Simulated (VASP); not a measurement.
A convergence study with VASP on HgSe (zinc blende): one setting is varied, all else stays as given below, so the limit is that of these other settings.

```
CELL_PARAMETERS angstrom
      0.00000     3.04000     3.04000
      3.04000     0.00000     3.04000
      3.04000     3.04000     0.00000
ATOMIC_POSITIONS crystal
  Hg 0.00000 0.00000 0.00000
  Se 0.25000 0.25000 0.25000
```

Computed with PBE GGA, VASP's PBE PAW potentials (set 64) (plane waves; VASP 6.6.1). The tightest run used: 550 eV cut-off, 12×12×12 Monkhorst-Pack mesh, Gaussian smearing of 0.050 eV, potentials Hg Se.

### Question
The settings run are 1×1×1 mesh; 2×2×2 mesh; 3×3×3 mesh; 4×4×4 mesh; 5×5×5 mesh; 6×6×6 mesh; 7×7×7 mesh; 8×8×8 mesh; 9×9×9 mesh; 10×10×10 mesh; 11×11×11 mesh; 12×12×12 mesh. From which on does the energy per atom stay within 0.005 eV/atom of the tightest run?

### Answer
From 6×6×6 mesh on: it is off by 0.0001 there and by no more than 0.005 in any finer run, while 5×5×5 mesh is off by 0.0113.
```csv
setting,E (eV/atom),pressure (GPa),irreducible k-points,difference judged (eV/atom)
1×1×1 mesh,3.3522,56.03,1,5.3582
2×2×2 mesh,-1.9658,5.34,2,0.0401
3×3×3 mesh,-1.8797,6.18,4,0.1262
4×4×4 mesh,-2.0048,4.96,10,0.0011
5×5×5 mesh,-1.9946,5.09,10,0.0113
6×6×6 mesh,-2.0058,4.95,28,0.0001
7×7×7 mesh,-2.0041,4.97,20,0.0018
8×8×8 mesh,-2.0059,4.95,60,0.0000
9×9×9 mesh,-2.0055,4.96,35,0.0004
10×10×10 mesh,-2.0059,4.95,110,0.0000
11×11×11 mesh,-2.0058,4.95,56,0.0001
12×12×12 mesh,-2.0059,4.95,182,0.0000
```

Left out are rungs that failed or repeat a setting and relaxations that didn't move; long series are thinned to 24 rows.

The compound is HgSe in the zinc blende structure. The cell was not relaxed at this level.
